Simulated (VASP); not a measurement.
Output of a VASP run:

OSZICAR:
```
       N       E                     dE             d eps       ncg     rms          rms(c)
DAV:   1     0.277281308669E+02    0.27728E+02   -0.41578E+03  8576   0.867E+02
DAV:   2    -0.908682288547E+01   -0.36815E+02   -0.35574E+02 13158   0.118E+02
DAV:   3    -0.102263418934E+02   -0.11395E+01   -0.11350E+01 10355   0.253E+01
DAV:   4    -0.102320561672E+02   -0.57143E-02   -0.57115E-02 10651   0.182E+00
DAV:   5    -0.102320703211E+02   -0.14154E-04   -0.14152E-04  9801   0.824E-02    0.317E+00
DAV:   6    -0.102164976706E+02    0.15573E-01   -0.38716E-03  9428   0.462E-01    0.188E+00
DAV:   7    -0.102075088070E+02    0.89889E-02   -0.87990E-03  9058   0.711E-01    0.693E-02
DAV:   8    -0.102075443814E+02   -0.35574E-04   -0.17997E-04  8905   0.106E-01    0.215E-02
DAV:   9    -0.102075557965E+02   -0.11415E-04   -0.20950E-05 10238   0.360E-02    0.675E-03
DAV:  10    -0.102075551919E+02    0.60461E-06   -0.27712E-06 10054   0.108E-02    0.188E-03
DAV:  11    -0.102075551206E+02    0.71299E-07   -0.24012E-07  8298   0.379E-03
   1 F= -.10207555E+02 E0= -.10207536E+02  d E =-.585057E-04
```

### OUTCAR
```
------------------------ aborting loop because EDIFF is reached ----------------------------------------
  FORCE on cell =-STRESS in cart. coord.  units (eV):
  Direction    XX          YY          ZZ          XY          YZ          ZX
  --------------------------------------------------------------------------------------
  Total       -0.6560174     -0.3832114     -0.7185245      0.0000000      0.0000000      0.1657120
  in kB      -24.4134913    -14.2610988    -26.7396718      0.0000000      0.0000000      6.1669206
  external PRESSURE =     -21.8047540 kB  Pullay stress =       0.0000000 kB
  volume of cell :       43.05
      direct lattice vectors                 reciprocal lattice vectors
     3.587305469 -1.894473439 -0.054638048     0.137634412 -0.263925579 -0.114632971
     3.587305469  1.894473439 -0.054638048     0.137634412  0.263925579 -0.114632971
     2.605056171  0.000000000  3.127768301     0.004808589  0.000000000  0.315711799
 POSITION                                       TOTAL-FORCE (eV/Angst)
 -----------------------------------------------------------------------------------
      2.25419      0.00000      0.69576        -0.183714      0.000000     -0.044592
      7.52547      0.00000      2.32274         0.183714      0.000000      0.044592
 -----------------------------------------------------------------------------------
    total drift:                               -0.000000      0.000000     -0.000000
  FREE ENERGIE OF THE ION-ELECTRON SYSTEM (eV)
  ---------------------------------------------------
  free  energy   TOTEN  =       -10.2075551206 eV

  energy  without entropy=      -10.2074966149  energy(sigma->0) =      -10.20753562
```
(Selected blocks of OUTCAR.)

POSCAR:
```
As
1
    3.5873054695    -1.8944734389    -0.0546380478
    3.5873054695     1.8944734389    -0.0546380478
    2.6050561707     0.0000000000     3.1277683012
As
2
Direct
  0.2304979450   0.2304979450   0.2304979450
  0.7695020550   0.7695020550   0.7695020550
```

Problem. Reconstruct the remaining input files.

Solution. This is not unique; one that fits is the input of the run itself, PBEsol GGA, plane waves, VASP's PBE PAW potentials (set 64).

INCAR:
```
ALGO=Normal
EDIFF=1E-7
ENCUT=480
GGA=PS
ISIF=2
ISMEAR=1
LASPH=.TRUE.
LCHARG=.FALSE.
LMAXMIX=4
LREAL=.FALSE.
LWAVE=.FALSE.
NELM=100
PREC=Accurate
SIGMA=0.1
SYSTEM=As
```

### KPOINTS
```
Regular mesh
0
gamma
 12 12 12
0 0 0
```

POTCAR, in this order: As (PBE.64 set). Program: vasp_std.

The compound is As in the a7 structure. This cell was strained or had an atom moved on purpose.
